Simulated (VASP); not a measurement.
These are vdW-DF2, VASP's PBE PAW potentials (set 64) (plane waves; VASP) values and carry that method's errors.

The input files of a VASP run:

INCAR:
```
SYSTEM = Lu
PREC = Accurate; ENCUT = 520; LREAL = .False.
LASPH = .True.
EDIFF = 1E-6; NELM = 100; ALGO = Normal
LMAXMIX = 6
ISMEAR = 1; SIGMA = 0.1
GGA = ML; LUSE_VDW = .True.; AGGAC = 0.0
ZAB_VDW = -1.8867
IBRION = 2; NSW = 60; ISIF = 3
EDIFFG = -0.01
LWAVE = .False.; LCHARG = .False.
```

KPOINTS:
```
Automatic mesh
0
Gamma
11 11 6
0 0 0
```

### POSCAR
```
Lu
1
    1.7759157201    -3.0759763478     0.0000000000
    1.7759157201     3.0759763478    -0.0000000000
   -0.0000000000    -0.0000000000     5.5447285743
Lu
2
Direct
  0.3333330000   0.6666670000   0.2500000000
  0.6666670000   0.3333330000   0.7500000000
```

POTCAR, in this order: Lu_3 (PBE.64 set). Program: vasp_std.

Output of the run:

OSZICAR:
```
       N       E                     dE             d eps       ncg     rms          rms(c)
DAV:   1     0.494210483548E+02    0.49421E+02   -0.87483E+03  2916   0.149E+03
DAV:   2    -0.335946010033E+00   -0.49757E+02   -0.48621E+02  2872   0.703E+02
DAV:   3    -0.247011223497E+01   -0.21342E+01   -0.20384E+01  2978   0.575E+01
DAV:   4    -0.257240623048E+01   -0.10229E+00   -0.10009E+00  3153   0.983E+00
DAV:   5    -0.257624095336E+01   -0.38347E-02   -0.38129E-02  2857   0.169E+00    0.232E+01
DAV:   6    -0.260927746032E+01   -0.33037E-01   -0.36852E-02  2822   0.358E+00    0.139E+01
DAV:   7    -0.262260079593E+01   -0.13323E-01   -0.89004E-02  2707   0.681E+00    0.542E-01
DAV:   8    -0.262324561394E+01   -0.64482E-03   -0.70969E-03  2798   0.165E+00    0.442E-01
DAV:   9    -0.262335665011E+01   -0.11104E-03   -0.28164E-04  3083   0.276E-01    0.258E-02
DAV:  10    -0.262336331091E+01   -0.66608E-05   -0.36750E-05  2840   0.897E-02    0.691E-02
DAV:  11    -0.262336523428E+01   -0.19234E-05   -0.52977E-06  2594   0.339E-02    0.213E-03
DAV:  12    -0.262336584612E+01   -0.61185E-06   -0.18564E-07  1462   0.127E-02
   1 F= -.26233658E+01 E0= -.26243780E+01  d E =-.262337E+01
```

OUTCAR:
```
------------------------ aborting loop because EDIFF is reached ----------------------------------------
  FORCE on cell =-STRESS in cart. coord.  units (eV):
  Direction    XX          YY          ZZ          XY          YZ          ZX
  --------------------------------------------------------------------------------------
  Total        0.0150165      0.0150165      0.0149069      0.0000000      0.0000000      0.0000000
  in kB        0.3971576      0.3971576      0.3942606      0.0000000      0.0000000      0.0000000
  external PRESSURE =       0.3961920 kB  Pullay stress =       0.0000000 kB
  volume of cell :       60.58
      direct lattice vectors                 reciprocal lattice vectors
     1.775915720 -3.075976348  0.000000000     0.281544892 -0.162550015  0.000000000
     1.775915720  3.075976348  0.000000000     0.281544892  0.162550015  0.000000000
     0.000000000  0.000000000  5.544728574     0.000000000  0.000000000  0.180351479
 POSITION                                       TOTAL-FORCE (eV/Angst)
 -----------------------------------------------------------------------------------
      1.77592      1.02533      1.38618        -0.000000      0.000000      0.000000
      1.77592     -1.02533      4.15855         0.000000     -0.000000      0.000000
 -----------------------------------------------------------------------------------
    total drift:                               -0.000000      0.000073     -0.000012
  FREE ENERGIE OF THE ION-ELECTRON SYSTEM (eV)
  ---------------------------------------------------
  free  energy   TOTEN  =        -2.6233658461 eV

  energy  without entropy=       -2.6264022409  energy(sigma->0) =       -2.62437798

 reached required accuracy - stopping structural energy minimisation
```
(Selected blocks of OUTCAR.)

The compound is Lu in the hcp structure. It was relaxed first. The start is the result of an earlier pass.
